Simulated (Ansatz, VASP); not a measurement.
One calculation of PIr, two programs

Contents of INCAR:

```
PREC = Accurate
ENCUT = 520
EDIFF = 1E-7
ISMEAR = -1
SIGMA = 0.1
LREAL = F
LASPH = T
NELM = 80
ALGO = Normal
ISIF = 2
LWAVE = F
LCHARG = F
GGA = PE
NBANDS = 22
```

The input KPOINTS:

```
regular mesh
0
Gamma
  6 5 3
```

Contents of POSCAR:

```
PIr
1.0
    2.7875100000      0.0000000000      0.0000000000
    0.0000000000      3.6153690000      0.0000000000
    0.0000000000      0.0000000000      6.1457750000
Ir P
2 2
Direct
    0.2500000000      0.7500000000      0.4527000000
    0.7500000000      0.2500000000      0.5473000000
    0.2500000000      0.2500000000      0.2213000000
    0.7500000000      0.7500000000      0.7787000000
```

Input for Ansatz:

```yaml
crystal:
  lattice:
    - [2.78751, 0.0, 0.0]
    - [0.0, 3.615369, 0.0]
    - [0.0, 0.0, 6.145775]
  atoms:
    - { symbol: Ir, position: [0.25, 0.75, 0.4527] }
    - { symbol: Ir, position: [0.75, 0.25, 0.5473] }
    - { symbol: P, position: [0.25, 0.25, 0.2213] }
    - { symbol: P, position: [0.75, 0.75, 0.7787] }
  symmetry: { tolerance: 0.0003 }
kpoints:
  mp_grid: { grid: [6, 5, 3], shift: [0, 0, 0] }
magnetization:
  spin_polarized: false
scf:
  occupations: { method: fermi_dirac }
hamiltonian:
  pseudopotentials: { kind: paw }
  xc: pbe
basis:
  ecutwfc: 420
output:
  forces: true
  stress: true
  eigenvalues: true
```

The cell was built by a generator and needn't be a form met in nature.

Alike in both runs: task single point; functional PBE; k mesh 6 × 5 × 3; no spin polarisation.

|  | VASP | Ansatz |
| --- | --- | --- |
| version | VASP 6.6.1 | Ansatz 0.2.0 |
| potentials or method | VASP PAW PBE potentials, release 64 (Ir, P) | PAW plane waves |
| plane-wave cutoff (eV) | 520 | 420 |
| occupations | fermi-dirac, width 0.1 eV | fermi-dirac |
| valence electrons in the cell | 28 | 44 |

Ansatz gave:

- gap on the k mesh at the Fermi level (eV): none
- rms of the force components (eV/Å): 2.305

What did VASP give for the same quantities?

gap on the k mesh at the Fermi level (eV): none; rms of the force components (eV/Å): 2.320.

Atom by atom the forces differ by 0.037 eV/Å (rms over components). A gap of «none» marks a metal or a gap that the smearing closes. The two sets of potentials don't hold the same shells in valence.

Caveats: the k mesh is coarse (spacing up to 0.38 Å⁻¹), so the values aren't converged; forces of over 1 eV/Å show positions far from the minimum, so gaps and moduli don't describe the material at rest. The runs have no spin-orbit coupling, so splittings on Ir are missing.
